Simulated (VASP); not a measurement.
An input for Quantum ESPRESSO's pw.x (written as the equivalent of a VASP run, and not itself run):

```
&CONTROL
  calculation = 'scf'
  pseudo_dir = './pseudo'
  outdir = './out'
  tprnfor = .true.
  tstress = .true.
/
&SYSTEM
  ibrav = 0
  nat = 1
  ntyp = 1
  ecutwfc = 58
  occupations = 'smearing'
  smearing = 'methfessel-paxton'
  degauss = 0.00735
  input_dft = 'pw91'
/
&ELECTRONS
  conv_thr = 7.3e-09
  electron_maxstep = 100
/
ATOMIC_SPECIES
  Ta 180.948 Ta.upf
CELL_PARAMETERS angstrom
    -1.6942447    1.6942447    1.6942447
     1.6942447   -1.6942447    1.6942447
     1.6942447    1.6942447   -1.6942447
ATOMIC_POSITIONS crystal
  Ta   0.0000000  0.0000000  0.0000000
K_POINTS automatic
  15 15 15 0 0 0
```

Question: Translate this input to VASP (INCAR, KPOINTS, POSCAR, choice of POTCAR).

Answer: Several could match; the one computed here: 
KPOINTS:
```
Automatic mesh
0
Gamma
15 15 15
0 0 0
```

File POSCAR:
```
Ta
1
   -1.6942447486     1.6942447486     1.6942447486
    1.6942447486    -1.6942447486     1.6942447486
    1.6942447486     1.6942447486    -1.6942447486
Ta
1
Direct
  0.0000000000   0.0000000000   0.0000000000
```

**INCAR**
```
ALGO  =  Normal
EDIFF  =  1E-7
ENCUT  =  520
GGA  =  91
ISIF  =  2
ISMEAR  =  1
LASPH  =  T
LCHARG  =  F
LMAXMIX  =  6
LREAL  =  F
LWAVE  =  F
NELM  =  100
PREC  =  Accurate
SIGMA  =  0.1
SYSTEM  =  Ta
```

POTCAR, in this order: Ta_pv (PBE.64 set). Program: vasp_std.

The two are equivalent in intent, not identical: the potentials are each code's own (VASP's PAW set, PseudoDojo norm-conserving files in pw.x), so ENCUT and ecutwfc are chosen apart and not converted; conv_thr bounds pw.x's estimated SCF error, while EDIFF bounds the energy change between steps.

The compound is Ta in the bcc structure. This cell is one point of a volume scan, at 1.06 of the reference volume.
